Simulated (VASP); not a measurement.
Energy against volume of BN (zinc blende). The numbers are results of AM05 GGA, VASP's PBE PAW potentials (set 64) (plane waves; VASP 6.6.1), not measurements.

```
V (Å³/atom)  E (eV/atom)
-----------  -----------
5.508           -9.01416
5.683           -9.03583
5.859           -9.04284
6.035           -9.03710
6.211           -9.02024
```

Question: Fit a third-order Birch-Murnaghan equation of state.

Answer: 
The volume per atom is 5.86 Å^3/atom and the bulk modulus is 386 GPa. The pressure derivative of the bulk modulus is 3.62 and the lattice constant a is 6.815 bohr.

Measured: bulk modulus 410 GPa at 0 K (computed value off by -5.9 %), as given by Daniel Mejia-Rodriguez et al., Physical Review B (2018), arXiv:1807.09216 [0 K value with the zero-point phonon effect removed]; a 3.593 Å at 0 K (computed value off by +0.4 %), as given by Tamar Goldzak et al., The Journal of Chemical Physics (2022), arXiv:2208.04865 [corrected for zero-point motion].

The compound is BN in the zinc blende structure. It was relaxed first.
